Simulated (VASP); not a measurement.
```yaml
crystal:
  lattice:
    - [3.26164, 0.00000, 0.00000]
    - [0.00000, 3.26164, 0.00000]
    - [0.00000, 0.00000, 3.26164]
  atoms:
    - { symbol: In, position: [0.50000, 0.50000, 0.50000] }
    - { symbol: Pd, position: [0.00000, 0.00000, 0.00000] }
```

The numbers are results of PBE GGA with D3 dispersion (Becke-Johnson damping), VASP's PBE PAW potentials (set 64) (plane waves; VASP), not measurements. Settings: 520 eV cut-off, Gaussian smearing of 0.050 eV, potentials In_d Pd.

Question: Give the energies of bands 6 to 14 at the high-symmetry points, in eV from the Fermi level.

Answer: 
| band | Γ | X | M | R |
|---|---|---|---|---|
| 6 | -10.20 | -6.67 | -6.26 | -4.99 |
| 7 | -3.92 | -6.13 | -3.60 | -4.99 |
| 8 | -3.92 | -3.91 | -2.77 | -4.99 |
| 9 | -2.35 | -3.36 | -2.77 | -1.73 |
| 10 | -2.35 | -3.36 | -2.42 | -1.73 |
| 11 | -2.35 | -2.43 | -2.42 | -0.09 |
| 12 | 4.18 | -1.18 | -1.77 | 3.75 |
| 13 | 4.18 | 9.58 | 1.44 | 3.75 |
| 14 | 4.18 | 9.58 | 2.44 | 3.75 |

It has no gap at this level: it comes out as a metal or semimetal.

The compound is PdIn in the CsCl type structure. It was relaxed first. The electron count is odd and the run is not spin-polarised, which forces a metal.
